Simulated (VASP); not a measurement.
# Li2NbP2 (R-3m) in VASP: reference runs

Aim: a first look at Li2NbP2 with PBE, on the cell as given.

All numbers are computed with VASP 6.6.1; they aren't measurements. Logs are shortened: lines on timing, memory, paths and dates and some standing lists are left out, and cuts for length are marked.

## Step 1: Starting point

Symmetry: R-3m, No. 166, trigonal system. Conventional cell: a = 3.416 Å, b = 3.416 Å, c = 25.098 Å, α = 90.00°, β = 90.00°, γ = 120.00°. Li (site symmetry 3m) is surrounded by 3 P at 2.41 Å and 3 Nb at 2.46 Å. Nb (site symmetry -3m) has 6 Li at 2.46 Å as nearest neighbours. P (site symmetry 3m) is surrounded by 3 Li at 2.41 Å.

The cell was built by a generator and needn't be a form met in nature.

## Step 2: Single point, PBE

Contents of INCAR:

```
ALGO = Normal ; EDIFF = 1E-7
ENCUT = 520 ; GGA = PE
ISIF = 2 ; ISMEAR = -1
LASPH = True ; LCHARG = True
LELF = True ; LREAL = False
LVHAR = True ; LWAVE = False
NBANDS = 22 ; NELM = 60
PREC = Accurate ; SIGMA = 0.05
```

Contents of KPOINTS:

```
k-points
0
Gamma
  9 9 9
```

Contents of POSCAR:

```
Li2NbP2
1.0
    1.7078860500      0.9860484700      8.3661319200
   -1.7078860500      0.9860484700      8.3661319200
    0.0000000000     -1.9720969400      8.3661319200
Li Nb P
2 1 2
Direct
    0.6082787500      0.6082787500      0.6082787500
    0.3917212500      0.3917212500      0.3917212500
    0.0000000000      0.0000000000      0.0000000000
    0.2195951300      0.2195951300      0.2195951300
    0.7804048700      0.7804048700      0.7804048700
```

Potentials or basis: VASP PAW PBE potentials, release 64 (Li_sv, Nb_sv, P).

On the command line:

```
$ cat potpaw_PBE.64/Li_sv/POTCAR potpaw_PBE.64/Nb_sv/POTCAR potpaw_PBE.64/P/POTCAR > POTCAR
$ mpirun -np 1 vasp_std > vasp.out
```

OUTCAR:

```text
EDIFF = 1E-7
   ENCUT = 520
   GGA = PE
   ISIF = 2
   ISMEAR = -1
   LASPH = True
   LREAL = False
   NELM = 60
   PREC = Accurate

 ion  position               nearest neighbor table
   1  0.608  0.608  0.608-   4 2.41   4 2.41   4 2.41   3 2.46   3 2.46   3 2.46
   2  0.392  0.392  0.392-   5 2.41   5 2.41   5 2.41   3 2.46   3 2.46   3 2.46
   3  0.000  0.000  0.000-   1 2.46   2 2.46   1 2.46   1 2.46   2 2.46   2 2.46
   4  0.220  0.220  0.220-   1 2.41   1 2.41   1 2.41
   5  0.780  0.780  0.780-   2 2.41   2 2.41   2 2.41

  LATTYP: Found a trigonal (rhomboedric) cell.
 ALAT       =     8.5954249254
 COS(alpha) =     0.9210389209

  Lattice vectors:

 A1 = (   1.7078860500,   0.9860484700,   8.3661319200)
 A2 = (  -1.7078860500,   0.9860484700,   8.3661319200)
 A3 = (   0.0000000000,  -1.9720969400,   8.3661319200)

Analysis of symmetry for initial positions (statically):
=====================================================================
 Subroutine PRICEL returns:
 Original cell was already a primitive cell.

 Routine SETGRP: Setting up the symmetry group for a
 trigonal (rhombohedral) supercell.

 Subroutine GETGRP returns: Found 12 space group operations
 (whereof 12 operations were pure point group operations)
 out of a pool of 12 trial point group operations.

The static configuration has the point symmetry D_3d.

Analysis of symmetry for dynamics (positions and initial velocities):
=====================================================================
 Subroutine PRICEL returns:
 Original cell was already a primitive cell.

 Routine SETGRP: Setting up the symmetry group for a
 trigonal (rhombohedral) supercell.

 Subroutine GETGRP returns: Found 12 space group operations
 (whereof 12 operations were pure point group operations)
 out of a pool of 12 trial point group operations.

The dynamic configuration has the point symmetry D_3d.

 Subroutine INISYM returns: Found 12 space group operations
 (whereof 12 operations are pure point group operations),
 and found     1 'primitive' translations

----------------------------------------------------------------------------------------

                                     Primitive cell

  volume of cell :      84.5343

[... 92 lines left out ...]
   ENCUT  =  520.0 eV  38.22 Ry    6.18 a.u.  15.98 15.98 15.98*2*pi/ulx,y,z
   NELM   =     60;   NELMIN=  2; NELMDL= -5     # of ELM steps
   EDIFF  = 0.1E-06   stopping-criterion for ELM
   LREAL  =      F    real-space projection
   EDIFFG = 0.1E-05   stopping-criterion for IOM
   NSW    =      0    number of steps for IOM
   IBRION =     -1    ionic relax: 0-MD 1-quasi-New 2-CG
   NFREE  =      0    steps in history (QN), initial steepest desc. (CG)
   ISIF   =      2    stress and relaxation
   ISYM   =      2    0-nonsym 1-usesym 2-fastsym
   POTIM  = 0.5000    time-step for ionic-motion
   TEBEG  =    0.0;   TEEND  =   0.0 temperature during run
   PSTRESS=    0.0 pullay stress
   NELECT =      29.0000    total number of electrons
   NUPDOWN=      -1.0000    fix difference up-down
   EMIN   =  10.00;   EMAX   =-10.00  energy-range for DOS
   EFERMI =   0.00;   METHOD = LEGACY
   ISMEAR =    -1;   SIGMA  =   0.05  broadening in eV -4-tet -1-fermi 0-gaus
   EFERMI_NEDOS =   21; number of points for ismear=-14 and -15
   IALGO  =     38    algorithm
   IMIX   =      4    mixing-type and parameters
     AMIX     =   0.40;   BMIX     =  1.00
     AMIX_MAG =   1.60;   BMIX_MAG =  1.00
  volume/ion in A,a.u.               =      16.91       114.09
  Fermi-wavevector in a.u.,A,eV,Ry     =   1.146031  2.165685 17.869723  1.313388
  Thomas-Fermi vector in A             =   2.282717
   LORBIT       =      0    0 simple, 1 ext, 2 COOP (PROOUT), +10 PAW based schemes
   GGA     = PE    functional components
   LHFCALC =     F    Hartree Fock is set to
   AEXX    =    0.0000 exact exchange contribution
   IVDW    =     0    specifies the selected vdW correction
   LEPSILON=     F    determine dielectric tensor
   LRPA    =     F    only Hartree local field effects (RPA)
 non-spin polarized calculation
  energy-cutoff  :      520.00
  volume of cell :       84.53
 maximum number of plane-waves:      2293
   NGX = 31   NGY = 31   NGZ = 31

 number of electron      29.0000007 magnetization

 Free energy of the ion-electron system (eV)
  ---------------------------------------------------
  ext. energy  EPLUGINS =         0.00000000
  ---------------------------------------------------
  free energy    TOTEN  =       -20.04141333 eV

  energy without entropy =      -20.00588106  energy(sigma->0) =      -20.02364720

 E-fermi :   5.2214     XC(G=0):  -9.9667

 val. band max:        5.2121415441   @ k =  -0.2222   0.3333   0.1111
 cond. band min:       5.2221527177   @ k =  -0.3333   0.1111   0.0000
 fundamental gap:      0.0100111735
 Fermi energy:         5.2213824988

 k-point     1 :       0.0000    0.0000    0.0000
  band No.  band energies     occupation
      1     -49.8110      2.00000
      2     -39.6985      2.00000
      3     -39.6926      2.00000
      4     -26.0597      2.00000
      5     -25.6564      2.00000
      6     -25.6564      2.00000
[... 589 lines left out ...]
     21       9.9443      0.00000
     22      10.5214      0.00000

 [... further k-points ...]

------------------------ aborting loop because EDIFF is reached ----------------------------------------

  FORCE on cell =-STRESS in cart. coord.  units (eV):
  Direction    XX          YY          ZZ          XY          YZ          ZX
  --------------------------------------------------------------------------------------
  -------------------------------------------------------------------------------------
  Total        0.0891925      0.0891925     -4.1997651      0.0000000     -0.0000000      0.0000000
  in kB        1.6904636      1.6904636    -79.5980567      0.0000000     -0.0000000      0.0000000
  external PRESSURE =     -25.4057098 kB  Pullay stress =       0.0000000 kB

 VOLUME and BASIS-vectors are now :
 -----------------------------------------------------------------------------
  energy-cutoff  :      520.00
  volume of cell :       84.53
      direct lattice vectors                 reciprocal lattice vectors
     1.707886050  0.986048470  8.366131920     0.292759578  0.169024822  0.039843184
    -1.707886050  0.986048470  8.366131920    -0.292759578  0.169024822  0.039843184
     0.000000000 -1.972096940  8.366131920     0.000000000 -0.338049643  0.039843184

 POSITION                                       TOTAL-FORCE (eV/Angst)
 -----------------------------------------------------------------------------------
      0.00000      0.00000     15.26682         0.000000     -0.000000     -1.839688
      0.00000      0.00000      9.83157         0.000000      0.000000      1.839688
      0.00000      0.00000      0.00000        -0.000000     -0.000000      0.000000
      0.00000      0.00000      5.51149         0.000000     -0.000000      1.192744
      0.00000      0.00000     19.58691         0.000000      0.000000     -1.192744
 -----------------------------------------------------------------------------------
    total drift:                                0.000000      0.000000      0.000000

  FREE ENERGIE OF THE ION-ELECTRON SYSTEM (eV)
  ---------------------------------------------------
  free  energy   TOTEN  =       -20.0414133313 eV

  energy  without entropy=      -20.0058810613  energy(sigma->0) =      -20.02364720
```

stdout:

```text
POSCAR found type information on POSCAR LiNbP
 POSCAR found :  3 types and       5 ions
 scaLAPACK will be used
 LDA part: xc-table for (Slater+PW92), standard interpolation
 POSCAR, INCAR and KPOINTS ok, starting setup
 FFT: planning ... GRIDC
 FFT: planning ... GRID_SOFT
 FFT: planning ... GRID
 WAVECAR not read
 entering main loop
```

Run time: 14 min. Hardware: 1 thread of Intel Xeon Platinum 8488C (Sapphire Rapids), shared host; peak memory 0.63 GiB.

Results:

* Free energy: -20.0414 eV
* Largest force: 1.840 eV/Å
* Band gap on the k mesh: none (metal or under the smearing width)

Forces on the atoms (eV/Å):
```
Li   0.000  0.000 -1.840
Li   0.000  0.000  1.840
Nb   0.000  0.000  0.000
P    0.000  0.000  1.193
P    0.000  0.000 -1.193
```

Levels at points of the mesh, in eV from the Fermi level:
| k point | band 11 | band 12 | band 13 | band 14 | band 15 | band 16 | band 17 | band 18 |
| --- | --- | --- | --- | --- | --- | --- | --- | --- |
| (0.00, 0.00, 0.00) | -0.57 | -0.23 | -0.23 | 1.05 | 1.05 | 1.71 | 2.08 | 2.08 |

Caveat: the cutoff is under 1.25 times the usual one of these potentials, so pressure, stress and relaxed cells hold a basis-set (Pulay) error; forces of over 1 eV/Å show positions far from the minimum, so gaps and moduli don't describe the material at rest.
